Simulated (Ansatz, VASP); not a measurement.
# ZrC in two plane-wave programs

One calculation is typed for both programs; each brings its own data sets and cutoff. How far apart do they land? The cell is a member of a volume series, scaled by 1.06 from a relaxed one, so a pressure remains.

Main program and level: Ansatz 0.2.0; plane waves, with VASP 6.6.1 beside it; single point at r2SCAN with rVV10.

**1. Starting point**

It takes space group Fm-3m (No. 225, cubic). Conventional cell: a = 4.799 Å, b = 4.799 Å, c = 4.799 Å, α = 90.00°, β = 90.00°, γ = 90.00°. Zr has 6 C at 2.40 Å nearest. Nearest to C lie 6 Zr at 2.40 Å. Farther neighbours are not listed.

**2. VASP: single point, r2SCAN with rVV10, volume scaled by 1.06**

A single point gives forces, pressure and levels at one fixed geometry, so differences don't come from the geometry; what else differs is listed under the comparison.

Lines of VASP's logs that name or quote its potential files are left out, and so is its time.

The input, INCAR:

```
SYSTEM = ZrC
PREC = Accurate
ENCUT = 520
EDIFF = 1E-06
NELM = 100
ISMEAR = 0
SIGMA = 0.05
LREAL = .FALSE.
ALGO = Normal
METAGGA = R2SCAN
LUSE_VDW = .TRUE.
IVDW_NL = 2
BPARAM = 11.95
CPARAM = 0.0093
LASPH = .TRUE.
NBANDS = 14
LORBIT = 11
LWAVE = .FALSE.
LCHARG = .FALSE.
KPAR = 2
ISIF = 2
```

The input, POSCAR:

```
ZrC
1.0
    0.0000000000      2.3992849503      2.3992849503
    2.3992849503      0.0000000000      2.3992849503
    2.3992849503      2.3992849503      0.0000000000
Zr C
1 1
Direct
    0.5000000000      0.5000000000      0.5000000000
    0.0000000000      0.0000000000      0.0000000000
```

The input, KPOINTS:

```
Automatic mesh
0
Gamma
10 10 10
0 0 0
```

PAW data sets: Zr_sv and C (PBE family, release 64).

On the command line:

```sh
$ mpirun -np 2 vasp_std
```

Numbers of over 12 decimals in the logs are rounded to 6 here.

Output:

```text
[banner, memory and clock lines left out]
running    2 mpi-ranks, on    1 nodes
 distrk:  each k-point on    1 cores,    2 groups
 distr:  one band on    1 cores,    1 groups

 POSCAR found type information on POSCAR ZrC
 POSCAR found :  2 types and       2 ions
|                                                                             |
|               ----> ADVICE to this user running VASP <----                  |
|                                                                             |
|     You have switched on vdW-DFT.                                           |
|     This routine was written and supplied by Jiri Klimes. We recommend      |
|     that you carefully read and cite the following publications:            |
|       J. Klimes, D.R. Bowler, A. Michelides                                 |
|          J. Phys.: Cond Matt. 22 022201 (2010)                              |
|       J. Klimes, D.R. Bowler, A. Michelides                                 |
|          Phys. Rev. B. 83, 195131 (2011)                                    |
|     and references therein.                                                 |
|                                                                             |

|                                                                             |
|               ----> ADVICE to this user running VASP <----                  |
|                                                                             |
|     You enforced a specific xc type in the INCAR file but a different       |
|     [... a line on the potential file left out ...]
|     I HOPE YOU KNOW WHAT YOU ARE DOING!                                     |
|                                                                             |

 LDA part: xc-table for (None), standard interpolation
 POSCAR, INCAR and KPOINTS ok, starting setup
 FFT: planning ... GRIDC
 FFT: planning ... GRID_SOFT
 FFT: planning ... GRID
 WAVECAR not read
 entering main loop
       N       E                     dE             d eps       ncg     rms          rms(c)
Total rVV10 correction in eV:      0.2440568    16.0595469
Total rVV10 correction in eV:      0.2440568    16.0595469
DAV:   1     0.827788003904E+02    0.82779E+02   -0.87869E+03  1316   0.117E+03
DAV:   2    -0.364025958077E+02   -0.11918E+03   -0.11239E+03  1676   0.304E+02
DAV:   3    -0.439338577242E+02   -0.75313E+01   -0.74601E+01  2316   0.621E+01
DAV:   4    -0.440891445317E+02   -0.15529E+00   -0.15519E+00  1566   0.668E+00
DAV:   5    -0.440906061814E+02   -0.14616E-02   -0.14616E-02  1784   0.634E-01    0.193E+01
Total rVV10 correction in eV:      0.2507168    16.0595469
Total rVV10 correction in eV:      0.2507168    16.0595469
DAV:   6    -0.342775863645E+02    0.98130E+01   -0.79735E+00  1708   0.263E+01    0.505E+00
Total rVV10 correction in eV:      0.2467559    16.0595469
Total rVV10 correction in eV:      0.2467559    16.0595469
DAV:   7    -0.344029636780E+02   -0.12538E+00   -0.30751E-01  1382   0.479E+00    0.366E+00
Total rVV10 correction in eV:      0.2435569    16.0595469
Total rVV10 correction in eV:      0.2435569    16.0595469
DAV:   8    -0.344295201301E+02   -0.26556E-01   -0.14350E-01  1414   0.384E+00    0.188E+00
Total rVV10 correction in eV:      0.2442052    16.0595469
Total rVV10 correction in eV:      0.2442052    16.0595469
DAV:   9    -0.344258715834E+02    0.36485E-02   -0.14588E-02  1650   0.120E+00    0.767E-01
Total rVV10 correction in eV:      0.2446213    16.0595469
Total rVV10 correction in eV:      0.2446213    16.0595469
DAV:  10    -0.344256309953E+02    0.24059E-03   -0.96274E-04  1808   0.336E-01    0.472E-01
Total rVV10 correction in eV:      0.2452291    16.0595469
Total rVV10 correction in eV:      0.2452291    16.0595469
DAV:  11    -0.344254779878E+02    0.15301E-03   -0.14632E-03  1590   0.382E-01    0.678E-02
Total rVV10 correction in eV:      0.2452536    16.0595469
Total rVV10 correction in eV:      0.2452536    16.0595469
DAV:  12    -0.344254633737E+02    0.14614E-04   -0.49553E-05  1566   0.840E-02    0.289E-02
Total rVV10 correction in eV:      0.2452661    16.0595469
Total rVV10 correction in eV:      0.2452661    16.0595469
DAV:  13    -0.344254565212E+02    0.68525E-05   -0.22448E-05  1698   0.519E-02    0.726E-03
Total rVV10 correction in eV:      0.2452614    16.0595469
Total rVV10 correction in eV:      0.2452614    16.0595469
DAV:  14    -0.344254574422E+02   -0.92097E-06   -0.12135E-06  1058   0.137E-02
Total rVV10 correction in eV:      0.2452625    16.0595469
Total rVV10 correction in eV:      0.2452625    16.0595469
Total rVV10 correction in eV:      0.2452619    16.0595469
Total rVV10 correction in eV:      0.2452619    16.0595469
   1 F= -.34425457E+02 E0= -.34425413E+02  d E =-.882693E-04
```

From OUTCAR (step 2):

```text
ion  position               nearest neighbor table
   1  0.500  0.500  0.500-   2 2.40   2 2.40   2 2.40   2 2.40   2 2.40   2 2.40
   2  0.000  0.000  0.000-   1 2.40   1 2.40   1 2.40   1 2.40   1 2.40   1 2.40

  LATTYP: Found a face centered cubic cell.
 ALAT       =     4.7985699006

 Subroutine GETGRP returns: Found 48 space group operations
 (whereof 48 operations were pure point group operations)

The static configuration has the point symmetry O_h .

 Found     47 irreducible k-points:

   k-points           NKPTS =     47   k-points in BZ     NKDIM =     47   number of bands    NBANDS=     14

   dimension x,y,z NGX =    28 NGY =   28 NGZ =   28
   dimension x,y,z NGXF=    56 NGYF=   56 NGZF=   56

   ENCUT  =  520.0 eV  38.22 Ry    6.18 a.u.   6.31  6.31  6.31*2*pi/ulx,y,z

   NELECT =      16.0000    total number of electrons

 k-points in reciprocal lattice and weights: Automatic mesh
   0.00000000  0.00000000  0.00000000       0.001
   0.10000000  0.00000000  0.00000000       0.008
   0.20000000  0.00000000  0.00000000       0.008
   0.30000000  0.00000000  0.00000000       0.008
   0.40000000  0.00000000  0.00000000       0.008
   0.50000000  0.00000000  0.00000000       0.004
   0.10000000  0.10000000  0.00000000       0.006
   0.20000000  0.10000000  0.00000000       0.024
   0.30000000  0.10000000  0.00000000       0.024
[...]
-0.30000000  0.40000000  0.20000000       0.024
  -0.30000000  0.50000000  0.20000000       0.012

 average (electrostatic) potential at core
       1 -79.5289       2 -46.5401

 E-fermi :   8.9652

 k-point     1 :       0.0000    0.0000    0.0000
  band No.  band energies     occupation
      1     -41.1121      2.00000
      2     -18.1514      2.00000
      3     -18.1514      2.00000
      4     -18.1514      2.00000
      5      -2.8692      2.00000
      6       9.8584      0.00000
      7       9.8584      0.00000
      8       9.8584      0.00000
      9      10.2177      0.00000
     10      10.2177      0.00000
    ...

 k-point     2 :       0.1000    0.0000    0.0000
  band No.  band energies     occupation
    ...
      4     -18.1575      2.00000
      5      -2.6601      2.00000
      6       8.6192      2.00000
      7       8.8823      1.98093
      8       8.8823      1.98092
      9      10.5567      0.00000
     10      10.5567      0.00000
     11      10.9490      0.00000
     12      12.8137      0.00000
     13      12.8137      0.00000
    ...

 k-point     3 :       0.2000    0.0000    0.0000
  band No.  band energies     occupation
    ...
      4     -18.1737      2.00000
      5      -2.0823      2.00000
      6       6.9996      2.00000
      7       7.6999      2.00000
      8       7.6999      2.00000
      9      11.1827      0.00000
     10      11.1827      0.00000
     11      11.5196      0.00000
     12      14.6617      0.00000
     13      14.6617      0.00000
    ...

  Total       -2.0783950     -2.0783950     -2.0783950      0.0000000      0.0000000      0.0000000
  in kB     -120.5488805   -120.5488805   -120.5488805      0.0000000      0.0000000      0.0000000
  external PRESSURE =    -120.5488805 kB  Pullay stress =       0.0000000 kB

  energy-cutoff  :      520.00
  volume of cell :       27.62
      direct lattice vectors                 reciprocal lattice vectors
     0.000000000  2.399284950  2.399284950    -0.208395422  0.208395422  0.208395422
     2.399284950  0.000000000  2.399284950     0.208395422 -0.208395422  0.208395422
     2.399284950  2.399284950  0.000000000     0.208395422  0.208395422 -0.208395422

 POSITION                                       TOTAL-FORCE (eV/Angst)
 -----------------------------------------------------------------------------------
      2.39928      2.39928      2.39928         0.000000      0.000000      0.000000
      0.00000      0.00000      0.00000        -0.000000     -0.000000     -0.000000
 -----------------------------------------------------------------------------------
    total drift:                                0.000000      0.000000      0.000000

  FREE ENERGIE OF THE ION-ELECTRON SYSTEM (eV)
  ---------------------------------------------------
  free  energy   TOTEN  =       -34.4254574422 eV

  energy  without entropy=      -34.4253691729  energy(sigma->0) =      -34.42541331

 total charge
# of ion       s       p       d       tot
------------------------------------------
    1        2.161   6.031   1.499   9.691
    2        0.886   1.451   0.000   2.337
--------------------------------------------------
tot          3.047   7.482   1.499  12.028

[... 3 further parts left out ...]
```

The run ends at a pressure of -12.05 GPa.

**3. Ansatz: single point, r2SCAN with rVV10, volume scaled by 1.06**

Ansatz runs on its default PAW (the set named soft_2) files.

The same cell, functional, mesh and smearing now go to Ansatz, which takes its cutoff from its data sets.

The input, input.yaml:

```yaml
crystal:
  lattice:
    - [0.0, 2.3992849503, 2.3992849503]
    - [2.3992849503, 0.0, 2.3992849503]
    - [2.3992849503, 2.3992849503, 0.0]
  atoms:
    - { symbol: Zr, position: [0.5, 0.5, 0.5] }
    - { symbol: C, position: [0.0, 0.0, 0.0] }
hamiltonian:
  xc: r2scan
  pseudopotentials: { kind: paw }
  dispersion: rvv10
kpoints:
  mp_grid: { grid: [10, 10, 10] }
scf:
  occupations: { method: gaussian, width: 0.05 }
  n_extra_bands: 4
output:
  forces: true
  stress: true
  eigenvalues: true
  write_density: true
  write_potential: true
  elf: true
  volumetric_format: npy
```

On the command line:

```sh
$ ansatz run input.yaml --threads 2 --pin off --max-ram 4608MiB --backend cpu --events-out ev --progress --plain --runs-dir out
```

Output:

```text
scf.n_extra_bands = 4 over 8 filled bands (N_el = 16.0): the run solves 12 bands
Engine: ansatz 0.2.0, x86_64-unknown-linux-gnu
Pseudopotentials: kind: paw
Pseudopotential: Zr, paw, valence charge 12, recommended cutoff 500 eV (meta_gga), Zr.paw.azcp
Pseudopotential: C, paw, valence charge 4, recommended cutoff 500 eV (meta_gga), C.paw.azcp
Functional definition: r2SCAN+rVV10
  parameter k0 = 0.174
  parameter k1 = 0.065
  parameter a1 = 4.9479
  exchange = r2scan_x(k0 = k0, k1 = k1, a1 = a1)
  correlation = r2scan_c + rvv10(11.95, 0.0093)
Crystal: 2 atoms, lattice volume = 27.623 Å³
Basis set: ecut = 500 eV, 725 PW (Γ), exchange–correlation on 120×120×120 points (64 copies of the dense FFT grid, shifted against one another)
Bands: 12, of which v1, the nominal top of the filled ones, is band 8 counted from 1 (7 counted from 0)
Symmetry: 48 space group operations
Space group: Fm-3m (ITA 225), of the structure as read, at distance tolerance 3.0e-5 Å
k-points: 47 of 1000
Non-local potential: Zr, projectors of the file, l = 0: 3, l = 1: 2, l = 2: 2, l = 3: 2
Non-local potential: C, projectors of the file, l = 0: 2, l = 1: 2, l = 2: 1
PAW form: soft (Blöchl's): semilocal exchange-correlation on the pseudo side does not see the compensation charge
rVV10 density: all electrons in the spheres
PAW frozen core: Zr, regenerated for the run's functional (the file was generated under x = pbe(κ = 0.804, μ = 0.219515), c = pbe(β = 0.066725))
PAW frozen core: C, regenerated for the run's functional (the file was generated under x = pbe(κ = 0.804, μ = 0.219515), c = pbe(β = 0.066725))
PAW one-centre angular grid: Zr, 590 points (default); XC on 160 Gauss nodes
PAW one-centre angular grid: C, 302 points (default); XC on 239 of its mesh's 2573 points in the sphere
Initial density: superposition of atomic densities (neutral atoms: chi_scale 0, normalization atom), corrected by the library's trained network
Initial wavefunctions: pseudopotential atomic-orbital guess
Functional: x = r2scan, c = r2scan + rvv10(b = 11.95, C = 0.0093); τ floored in thin density (d = 2e-4 eV/Å³)
SCF iter   1: F=—  HF=-4447.058218 eV  |F-HF|=—  |Δ(HF+E_count)|=         —  Δρ=1.16e-2  dr2=5.30e-2  dr2_τ=1.02e-1  ethr=1.77e-3  ⟨swp⟩=5.3  Hψ=2882  notcnv=0
preconditioner: auto → none  [insulator: Δε(μ)=0.194 eV  Ē_g=8.877 eV  σ=0.050 eV  W_gap=0.99  n_scr=8 (ndim 8)  ℏωp=20.0 eV  f_vac=0.000  D(μ)=0.02/eV (n_scr^D=0)  ε∞_Penn≈6.1]
SCF iter   2: F=—  HF=-4447.094016 eV  |F-HF|=—  |Δ(HF+E_count)|=   3.58e-2  Δρ=8.42e-3  dr2=1.82e-2  dr2_τ=4.63e-3  ethr=3.32e-4  ⟨swp⟩=2.0  Hψ=1318  notcnv=0  defer=1
SCF iter   3: F=—  HF=-4447.090850 eV  |F-HF|=—  |Δ(HF+E_count)|=   3.17e-3  Δρ=3.32e-3  dr2=1.95e-3  dr2_τ=1.47e-4  ethr=1.14e-4  ⟨swp⟩=2.0  Hψ=926  notcnv=0  defer=1
SCF iter   4: F=—  HF=-4447.091254 eV  |F-HF|=—  |Δ(HF+E_count)|=   4.04e-4  Δρ=9.02e-4  dr2=1.78e-4  dr2_τ=2.99e-5  ethr=1.22e-5  ⟨swp⟩=2.0  Hψ=748  notcnv=0  defer=1
SCF iter   5: F=—  HF=-4447.091240 eV  |F-HF|=—  |Δ(HF+E_count)|=   1.39e-5  Δρ=2.60e-4  dr2=2.52e-5  dr2_τ=6.23e-7  ethr=1.11e-6  ⟨swp⟩=2.1  Hψ=774  notcnv=0  defer=1
SCF iter   6: F=—  HF=-4447.091235 eV  |F-HF|=—  |Δ(HF+E_count)|=   4.75e-6  Δρ=1.95e-5  dr2=1.10e-7  dr2_τ=2.24e-8  ethr=1.57e-7  ⟨swp⟩=2.0  Hψ=728  notcnv=0  defer=1
SCF iter   7: F=-4447.091235 eV  HF=-4447.091235 eV  |F-HF|=8.83e-9  |Δ(HF+E_count)|=   5.34e-8  Δρ=6.81e-6  dr2=1.93e-8  dr2_τ=8.16e-10  ethr=6.25e-10  ⟨swp⟩=9.3  Hψ=3624  notcnv=0
SCF 1 converged in 7 iterations: F = -4447.091235 eV  dr2 = 1.93e-8
  greatest PAW one-centre occupation: 0.989 electrons in one spin orbital (limit 2), on the Zr atom at site 0 (counted from 0), in its partial waves of l = 1
SCF converged after 7 iterations
Free energy (F): -4447.091235 eV
Harris-Foulkes:  -4447.091235 eV  (|F-HF|=8.83e-9)
Internal energy: -4447.091146 eV  (E = F + TS)
E sigma→0 (E₀):  -4447.091191 eV
Entropy (-TS):   -0.000090 eV (-0.045 meV/atom)
Fermi energy:    13.895232 eV
--- Per-component energies (eV) ---
  E_band       = -77.163910
  E_kinetic    = 417.812023
  E_local      = -624.159285  (includes V_loc(G=0)·N_el)
  E_nonlocal   = 103.040549
  E_hartree    = 186.115541
  E_xc         = -201.886538
  E_vxc        = -276.227000  (∫ρ·V_xc dr)
  E_paw        = -3070.191751  (= ΣΔE_a)
  E_vpaw       = -85.417825  (= ΣTr[D̂ρ^β])
  E_aug_tail   = 0.000006  (compensation charges beyond the density's cutoff)
  E_vtau       = 15.556557  (kinetic-family band-sum trace: ∫τ·v_τ [+ j·A + Jᵃ·Aᵃ] dr)
  E_ewald      = -1257.632175
  E_core_change = -0.189515  (= ΣΔE_core)
  E_smearing   = -0.000090  (= −TS)
  E_closure    = 0.000000  (closes the sum)
  Σ components = -4447.091235   (vs F -4447.091235, Δ=0.00e0)
--- Forces (eV/Å), atoms counted from 1 ---
  atom   1  Zr     0.00000000     0.00000000    -0.00000000
  atom   2  C     -0.00000000    -0.00000000     0.00000000
  max |Σ_I F_I| component: 3.49e-29 eV/Å
--- Stress (GPa, compression-positive) ---
      -12.396194       0.000000      -0.000000
       -0.000000     -12.396194       0.000000
       -0.000000       0.000000     -12.396194
  P = ⅓ Tr σ = -12.3962 GPa (-123.962 kbar)
--- Band table (eV; the first three rows and the last of 47) ---
  k-point 0: bands = [... 4 lower, 2.0625, 14.7886, 14.7886, 14.7886, 15.1470, 15.1470, 15.1470, 16.6475]
  k-point 1: bands = [... 4 lower, 2.2717, 13.5498, 13.8117, 13.8117, 15.4855, 15.4855, 15.8780, 17.7383]
  k-point 2: bands = [... 4 lower, 2.8497, 11.9310, 12.6288, 12.6288, 16.1108, 16.1108, 16.4484, 19.5854]
  k-point 46: bands = [... 4 lower, 3.7844, 11.4238, 11.4495, 11.5529, 16.3687, 18.0273, 19.4182, 20.2378]
```

Wall time 2.5 s (2 threads of Intel Xeon 6975P-C (Granite Rapids), shared host); peak memory 0.45 GiB; 4.2 s of CPU time.

The run ends at a pressure of -12.40 GPa.

**4. Comparison**

Known differences besides the potentials themselves: VASP keeps PBE cores, Ansatz makes them for the functional; the cutoff is 500 eV in Ansatz and 520 eV in VASP. Total energies have different zeros and are not compared.

Compared:

```csv
quantity,Ansatz,VASP,difference
pressure (GPa),-12.40,-12.05,-0.34
pressure without Ansatz's Pulay correction (GPa),-12.47,-12.05,-0.42
```

Ansatz's pressure holds a Pulay correction of 0.08 GPa; VASP's holds none.

**5. What came out**

| Item | Value |
| --- | --- |
| difference in pressure (single point, r2SCAN with rVV10, volume scaled by 1.06) | -0.34 GPa |

In words: The difference in pressure is -0.34 GPa (single point, r2SCAN with rVV10, volume scaled by 1.06), within the 1 GPa picked in this series as the mark of a large difference. 1 further run of this series is not shown here. Such differences can come from data sets, numerical settings and the points named under the comparisons, not from the functional's error against experiment.

[Lines on the potential files, build, host, timing and source positions are cut from VASP's logs without a mark.]

[Logs are printed without paths, hosts, clocks, repeated set-up lines and the standing remarks that a program may print on its own settings, such as how far it seeks lower states.]

[Hosts, paths, dates, database ids (printed as entryN), source tags and the programs' standing remarks are cut or masked in the printed files.]
